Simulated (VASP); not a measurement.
Output of a VASP run:

File OSZICAR:
```
       N       E                     dE             d eps       ncg     rms          rms(c)
DAV:   1     0.109103781923E+03    0.10910E+03   -0.89840E+03   770   0.123E+03
DAV:   2    -0.216175319239E+01   -0.11127E+03   -0.10624E+03   874   0.293E+02
DAV:   3    -0.634145108096E+01   -0.41797E+01   -0.41707E+01   879   0.602E+01
DAV:   4    -0.635998063928E+01   -0.18530E-01   -0.18528E-01   809   0.407E+00
DAV:   5    -0.636008454742E+01   -0.10391E-03   -0.10391E-03   919   0.273E-01    0.856E+00
DAV:   6    -0.600699788633E+01    0.35309E+00   -0.69272E-01  1070   0.133E+01    0.638E+00
DAV:   7    -0.597990300538E+01    0.27095E-01   -0.18259E-01   804   0.356E+00    0.255E+00
DAV:   8    -0.597865477310E+01    0.12482E-02   -0.21173E-02   789   0.231E+00    0.262E-01
DAV:   9    -0.597843441434E+01    0.22036E-03   -0.23928E-03   864   0.825E-01    0.765E-02
DAV:  10    -0.597844162495E+01   -0.72106E-05   -0.20814E-04   784   0.230E-01    0.353E-02
DAV:  11    -0.597845803415E+01   -0.16409E-04   -0.35161E-05   774   0.542E-02    0.134E-02
DAV:  12    -0.597845762321E+01    0.41093E-06   -0.42694E-06   919   0.350E-02
   1 F= -.29015123E+01 E0= -.29015123E+01  d E =-.290151E+01
```

### OUTCAR
```
------------------------ aborting loop because EDIFF is reached ----------------------------------------
  FORCE on cell =-STRESS in cart. coord.  units (eV):
  Direction    XX          YY          ZZ          XY          YZ          ZX
  --------------------------------------------------------------------------------------
  Total        3.0641817      3.0641817      3.0641817      0.0000000      0.0000000      0.0000000
  in kB       99.5851871     99.5851871     99.5851871      0.0000000      0.0000000      0.0000000
  external PRESSURE =      -0.4148129 kB  Pullay stress =     100.0000000 kB
  volume of cell :       49.30
      direct lattice vectors                 reciprocal lattice vectors
     0.000000000  2.910271142  2.910271142    -0.171805298  0.171805298  0.171805298
     2.910271142  0.000000000  2.910271142     0.171805298 -0.171805298  0.171805298
     2.910271142  2.910271142  0.000000000     0.171805298  0.171805298 -0.171805298
  FREE ENERGIE OF THE ION-ELECTRON SYSTEM (eV)
  ---------------------------------------------------
  free  energy   TOTEN  =        -5.9784576232 eV

  energy  without entropy=       -5.9784576232  energy(sigma->0) =       -5.97845762
  enthalpy is  TOTEN    =        -2.9015123484 eV   P V=        3.0769452748

 reached required accuracy - stopping structural energy minimisation
```
(Selected blocks of OUTCAR.)

### POSCAR
```
CdSe
1
   -0.0000000000     2.9102711424     2.9102711424
    2.9102711424     0.0000000000     2.9102711424
    2.9102711424     2.9102711424     0.0000000000
Cd Se
1 1
Direct
  0.0000000000   0.0000000000   0.0000000000
  0.2500000000   0.2500000000   0.2500000000
```

### Question
Write an INCAR and KPOINTS that could have produced this output.

### Answer
This is not unique; one that fits is the input of the run itself, PBEsol GGA, plane waves, VASP's PBE PAW potentials (set 64).

### INCAR
```
# general
SYSTEM  = CdSe
PREC    = Accurate
ENCUT   = 500   # plane-wave cut-off (eV)
LREAL   = F
LASPH   = T   # aspherical one-centre terms

# electronic loop
EDIFF   = 1E-6   # SCF stop (eV)
NELM    = 100   # most electronic steps
ALGO    = Normal   # blocked Davidson
LMAXMIX = 4

# smearing
ISMEAR  = 0   # Gaussian
SIGMA   = 0.05   # width (eV)

# functional
GGA     = PS   # PBEsol

# ions
IBRION  = 2   # conjugate gradients
NSW     = 40
ISIF    = 3   # ions, shape and volume
EDIFFG  = -0.02   # ionic stop
PSTRESS = 100   # kbar

# output
LWAVE   = F
LCHARG  = F
```

File KPOINTS:
```
Automatic mesh
0
Gamma
8 8 8
0 0 0
```

POTCAR, in this order: Cd Se (PBE.64 set). Program: vasp_std.

The compound is CdSe in the zinc blende structure, whereas wurtzite is the usual form. It was relaxed first under an external pressure of 10 GPa.
